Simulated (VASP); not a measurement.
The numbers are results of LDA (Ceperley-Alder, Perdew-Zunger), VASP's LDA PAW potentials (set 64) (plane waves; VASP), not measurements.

VASP input:

File POSCAR:
```
KF
1
    0.0000000000     2.5597258043     2.5597258043
    2.5597258043     0.0000000000     2.5597258043
    2.5597258043     2.5597258043     0.0000000000
K F
1 1
Direct
  0.0000000000   0.0000000000   0.0000000000
  0.5000000000   0.5000000000   0.5000000000
```

### INCAR
```
LREAL  =  F
LWAVE  =  F
NELM  =  100   # most electronic steps
ISIF  =  2   # forces and stress, cell fixed
PREC  =  Accurate
SIGMA  =  0.05
EDIFF  =  1E-7
ISMEAR  =  0
ALGO  =  Normal   # blocked Davidson
SYSTEM  =  KF
ENCUT  =  520   # plane-wave cut-off (eV)
LASPH  =  T   # aspherical one-centre terms
LCHARG  =  F
```

KPOINTS:
```
Automatic mesh
0
Gamma
9 9 9
0 0 0
```

POTCAR, in this order: K_sv F (LDA.64 set). Program: vasp_std.

Task: What will the output report for the number of irreducible k-points (NKPTS), largest plane-wave count, number of space-group operations, FFT grid (NGX, NGY, NGZ)?

Result: 
The number of irreducible k-points (NKPTS) is 35 and the largest plane-wave count is 914. The number of space-group operations comes out as 48 and the FFT grid (NGX, NGY, NGZ) comes out as 28 × 28 × 28.

The compound is KF in the rock salt structure. This cell is one point of a volume scan, at 0.97 of the reference volume.
